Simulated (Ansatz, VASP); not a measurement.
**Sb2O3 (Senarmontite) in two plane-wave programs**

Aim: how closely do two programs agree when they are given the same cell, functional and k mesh? The cell is taken from a series of runs on this material, whose earlier steps may have relaxed, scaled, displaced or heated it; both programs get it as it stands.

Main program and level: Ansatz 0.2.0; plane waves, with VASP 6.6.1 beside it; zone-centre phonons at PBEsol.

### 1. The starting structure

The structure is cubic, space group Fd-3m (No. 227). The conventional cell has a = 11.100 Å, b = 11.100 Å, c = 11.100 Å, α = 90.00°, β = 90.00°, γ = 90.00°. Sb has 3 O at 2.00 Å nearest. O has 2 Sb at 2.00 Å nearest. Farther neighbours and most contacts between anions are not listed.

### 2. VASP: zone-centre phonons, PBEsol

Second derivatives magnify differences that forces hide, and they need a tight electronic threshold.

Lines of VASP's logs that name or quote its potential files are left out, and so is its time.

The input, INCAR:

```
SYSTEM = Sb2O3
PREC = Accurate
ENCUT = 600
EDIFF = 1E-08
NELM = 120
ISMEAR = 0
SIGMA = 0.01
LREAL = .FALSE.
ALGO = Normal
GGA = PS
NBANDS = 76
LORBIT = 11
LWAVE = .FALSE.
LCHARG = .FALSE.
ISIF = 2
IBRION = 8
LASPH = .TRUE.
GGA_COMPAT = .FALSE.
EFERMI = MIDGAP
```

The input, POSCAR:

```
Sb2O3
1.0
    0.0000000000      5.5500000000      5.5500000000
    5.5500000000      0.0000000000      5.5500000000
    5.5500000000      5.5500000000      0.0000000000
Sb O
8 12
Direct
    0.8837136846      0.8837136846      0.8837136846
    0.9011410537      0.3662863154      0.3662863154
    0.8837136846      0.8837136846      0.3488589463
    0.3662863154      0.9011410537      0.3662863154
    0.3488589463      0.8837136846      0.8837136846
    0.3662863154      0.3662863154      0.3662863154
    0.8837136846      0.3488589463      0.8837136846
    0.3662863154      0.3662863154      0.9011410537
    0.8100608797      0.1899391203      0.1899391203
    0.4399391203      0.0600608797      0.4399391203
    0.1899391203      0.8100608797      0.8100608797
    0.0600608797      0.4399391203      0.0600608797
    0.1899391203      0.8100608797      0.1899391203
    0.4399391203      0.4399391203      0.0600608797
    0.8100608797      0.1899391203      0.8100608797
    0.0600608797      0.0600608797      0.4399391203
    0.4399391203      0.0600608797      0.0600608797
    0.1899391203      0.1899391203      0.8100608797
    0.0600608797      0.4399391203      0.4399391203
    0.8100608797      0.8100608797      0.1899391203
```

The input, KPOINTS:

```
Automatic mesh
0
Gamma
4 4 4
0 0 0
```

PAW data sets: Sb and O (PBE family, release 64).

The run is started by

```sh
export OMP_NUM_THREADS=4
mpirun -np 1 vasp_std
```

Numbers of over 12 decimals in the logs are rounded to 6 here.

What it wrote:

```text
[banner, memory and clock lines left out]
running    1 mpi-ranks, on    1 nodes
 distrk:  each k-point on    1 cores,    1 groups
 distr:  one band on    1 cores,    1 groups
 Offloading initialized ...    1 GPUs detected
 POSCAR found type information on POSCAR SbO
 POSCAR found :  2 types and      20 ions
|                                                                             |
|               ----> ADVICE to this user running VASP <----                  |
|                                                                             |
|     You have a (more or less) 'large supercell' and for larger cells it     |
|     might be more efficient to use real-space projection operators.         |
|     Therefore, try LREAL= Auto in the INCAR file.                           |
|     Mind: For very accurate calculation, you might also keep the            |
|     reciprocal projection scheme (i.e. LREAL=.FALSE.).                      |
|                                                                             |

|                                                                             |
|               ----> ADVICE to this user running VASP <----                  |
|                                                                             |
|     You enforced a specific xc type in the INCAR file but a different       |
|     [... a line on the potential file left out ...]
|     I HOPE YOU KNOW WHAT YOU ARE DOING!                                     |
|                                                                             |

 LDA part: xc-table for (Slater+PW92), standard interpolation
 POSCAR, INCAR and KPOINTS ok, starting setup
 FFT: planning ... GRIDC
 FFT: planning ... GRID_SOFT
 FFT: planning ... GRID
 WAVECAR not read
 entering main loop
       N       E                     dE             d eps       ncg     rms          rms(c)
DAV:   1     0.995632041231E+03    0.99563E+03   -0.52485E+04  1216   0.146E+03
DAV:   2    -0.151639771961E+02   -0.10108E+04   -0.96171E+03  1544   0.293E+02
DAV:   3    -0.142362983304E+03   -0.12720E+03   -0.12520E+03  1392   0.120E+02
DAV:   4    -0.145964266692E+03   -0.36013E+01   -0.35715E+01  1480   0.207E+01
DAV:   5    -0.146104907834E+03   -0.14064E+00   -0.14052E+00  1648   0.363E+00    0.287E+01
DAV:   6    -0.126233276135E+03    0.19872E+02   -0.92419E+01  1364   0.359E+01    0.153E+01
DAV:   7    -0.126118474785E+03    0.11480E+00   -0.75076E+00  1392   0.931E+00    0.570E+00
DAV:   8    -0.125899323533E+03    0.21915E+00   -0.65399E-01  1392   0.324E+00    0.222E+00
DAV:   9    -0.125831198927E+03    0.68125E-01   -0.11101E-01  1464   0.152E+00    0.334E-01
DAV:  10    -0.125835635281E+03   -0.44364E-02   -0.15173E-02  1356   0.428E-01    0.131E-01
DAV:  11    -0.125836764924E+03   -0.11296E-02   -0.19426E-03  1416   0.135E-01    0.774E-02
DAV:  12    -0.125836868419E+03   -0.10350E-03   -0.62617E-04  1544   0.877E-02    0.399E-02
DAV:  13    -0.125836882023E+03   -0.13603E-04   -0.12138E-04  1440   0.426E-02    0.139E-02
DAV:  14    -0.125836885838E+03   -0.38150E-05   -0.13526E-05  1436   0.112E-02    0.383E-03
DAV:  15    -0.125836886489E+03   -0.65169E-06   -0.11731E-06  1408   0.326E-03    0.240E-03
DAV:  16    -0.125836886649E+03   -0.15954E-06   -0.82198E-08  1460   0.899E-04    0.105E-03
DAV:  17    -0.125836886766E+03   -0.11732E-06   -0.76173E-09   944   0.320E-04    0.231E-04
DAV:  18    -0.125836886798E+03   -0.32389E-07   -0.50336E-09   944   0.250E-04    0.791E-05
DAV:  19    -0.125836886793E+03    0.58208E-08   -0.54951E-10   832   0.850E-05
   1 F= -.12583689E+03 E0= -.12583689E+03  d E =0.000000E+00
 Linear response reoptimize wavefunctions to high precision
DAV:   1    -0.125836886790E+03    0.28426E-08   -0.13304E-10   800   0.393E-05
DAV:   2    -0.125836886790E+03   -0.36380E-11   -0.36127E-11   800   0.184E-05
 Linear response DOF=            3
 Linear response progress:
  Degree of freedom:   1/  3
       N       E                     dE             d eps       ncg     rms          rms(c)
RMM:   1    -0.336566472848E-01   -0.33657E-01   -0.22384E-02  8591   0.941E-01
RMM:   2    -0.290862074695E-01    0.45704E-02   -0.42435E-03  6199   0.217E-01    0.134E-01
RMM:   3    -0.283085159703E-01    0.77769E-03   -0.48404E-04  6614   0.594E-02    0.908E-02
RMM:   4    -0.278613764473E-01    0.44714E-03   -0.25259E-04  6565   0.544E-02    0.384E-02
RMM:   5    -0.277534218824E-01    0.10795E-03   -0.50122E-06  6766   0.176E-02    0.152E-02
RMM:   6    -0.277476404800E-01    0.57814E-05   -0.12262E-05  6548   0.680E-03    0.227E-03
RMM:   7    -0.277492148231E-01   -0.15743E-05   -0.18259E-05  6704   0.147E-03    0.119E-03
RMM:   8    -0.277496794154E-01   -0.46459E-06   -0.46835E-08  6693   0.767E-04    0.453E-04
RMM:   9    -0.277493135775E-01    0.36584E-06    0.13002E-06  6632   0.392E-04    0.169E-04
RMM:  10    -0.277490212301E-01    0.29235E-06    0.19870E-06  6992   0.159E-04    0.813E-05
RMM:  11    -0.277489725735E-01    0.48657E-07    0.18047E-06  6812   0.124E-04    0.212E-05
RMM:  12    -0.277489702006E-01    0.23729E-08    0.20651E-06  7576   0.784E-05    0.109E-05
RMM:  13    -0.277490016463E-01   -0.31446E-07    0.16795E-06  7635   0.729E-05    0.474E-06
RMM:  14    -0.277490099068E-01   -0.82605E-08    0.19426E-06  7835   0.711E-05    0.243E-06
RMM:  15    -0.277490360391E-01   -0.26132E-07    0.12699E-06  7915   0.705E-05    0.137E-06
RMM:  16    -0.277490304319E-01    0.56072E-08    0.15361E-06  8044   0.700E-05    0.478E-07
RMM:  17    -0.277490380576E-01   -0.76257E-08    0.13850E-06  8114   0.696E-05    0.297E-07
RMM:  18    -0.277490292708E-01    0.87868E-08    0.14638E-06  8189   0.693E-05    0.144E-07
RMM:  19    -0.277490374757E-01   -0.82048E-08    0.14614E-06  8287   0.691E-05    0.756E-08
 first order change of Fermi-energy   0.11655E+00
 force on displaced ion       1 direction 1 : -18.503  -1.893  -1.893
 Linear response progress:
  Degree of freedom:   2/  3
       N       E                     dE             d eps       ncg     rms          rms(c)
RMM:   1    -0.374973747614E+00   -0.37497E+00    0.33345E-01  5173   0.197E+00
RMM:   2    -0.367655906942E+00    0.73178E-02   -0.88831E-03  4299   0.286E-01    0.188E-01
RMM:   3    -0.368457914788E+00   -0.80201E-03   -0.24308E-03  4678   0.135E-01    0.861E-02
RMM:   4    -0.368961552811E+00   -0.50364E-03   -0.26556E-04  4900   0.460E-02    0.468E-02
RMM:   5    -0.369631946335E+00   -0.67039E-03   -0.11464E-04  4318   0.321E-02    0.121E-02
RMM:   6    -0.369648781721E+00   -0.16835E-04   -0.12800E-05  4972   0.977E-03    0.496E-03
RMM:   7    -0.369602069329E+00    0.46712E-04   -0.50307E-07  4806   0.323E-03    0.106E-03
RMM:   8    -0.369608508799E+00   -0.64395E-05    0.17057E-06  5091   0.917E-04    0.438E-04
RMM:   9    -0.369608179988E+00    0.32881E-06   -0.35765E-08  5182   0.355E-04    0.160E-04
RMM:  10    -0.369607720892E+00    0.45910E-06   -0.66515E-08  5376   0.226E-04    0.442E-05
RMM:  11    -0.369607684523E+00    0.36368E-07   -0.27318E-08  5561   0.185E-04    0.208E-05
RMM:  12    -0.369607778885E+00   -0.94361E-07   -0.70317E-08  5715   0.179E-04    0.926E-06
RMM:  13    -0.369607802071E+00   -0.23187E-07   -0.28540E-08  5798   0.177E-04    0.768E-06
RMM:  14    -0.369607810840E+00   -0.87686E-08   -0.12505E-07  5981   0.175E-04    0.172E-06
RMM:  15    -0.369607804696E+00    0.61441E-08   -0.39266E-08  6100   0.174E-04    0.775E-07
 first order change of Fermi-energy   0.60172E-01
 force on displaced ion       9 direction 1 :  -6.735   0.000   0.000
 Linear response progress:
  Degree of freedom:   3/  3
       N       E                     dE             d eps       ncg     rms          rms(c)
RMM:   1    -0.374158394820E+00   -0.37416E+00    0.37432E-01 10860   0.201E+00
RMM:   2    -0.369009023099E+00    0.51494E-02   -0.10600E-02  8394   0.292E-01    0.187E-01
RMM:   3    -0.369952629927E+00   -0.94361E-03   -0.10249E-03  9116   0.910E-02    0.998E-02
RMM:   4    -0.371221475231E+00   -0.12688E-02   -0.63556E-04  9249   0.688E-02    0.257E-02
RMM:   5    -0.371314971596E+00   -0.93496E-04   -0.42490E-05 10141   0.161E-02    0.137E-02
RMM:   6    -0.371269336319E+00    0.45635E-04   -0.79485E-06  9785   0.822E-03    0.187E-03
RMM:   7    -0.371284534290E+00   -0.15198E-04   -0.29445E-07 10155   0.192E-03    0.847E-04
RMM:   8    -0.371280195256E+00    0.43390E-05    0.85762E-08 10167   0.778E-04    0.259E-04
RMM:   9    -0.371280268225E+00   -0.72970E-07    0.42386E-07 10896   0.294E-04    0.107E-04
RMM:  10    -0.371280693996E+00   -0.42577E-06   -0.13446E-07 10914   0.224E-04    0.436E-05
RMM:  11    -0.371280868290E+00   -0.17429E-06   -0.13019E-08 11335   0.197E-04    0.179E-05
RMM:  12    -0.371280936415E+00   -0.68125E-07   -0.55454E-08 11549   0.193E-04    0.671E-06
RMM:  13    -0.371280938854E+00   -0.24391E-08   -0.75452E-08 11815   0.191E-04    0.333E-06
 first order change of Fermi-energy   0.18215E-01
 force on displaced ion       9 direction 2 :   0.001 -13.510   9.735
 Linear response finished
```

(Part 1 of 3 ends here.)

[Lines on the potential files, build, host, timing and source positions are cut from VASP's logs without a mark.]

[Logs are printed without paths, hosts, clocks, repeated set-up lines and the standing remarks that a program may print on its own settings, such as how far it seeks lower states.]

[Hosts, paths, dates, database ids (printed as entryN), source tags and the programs' standing remarks are cut or masked in the printed files.]
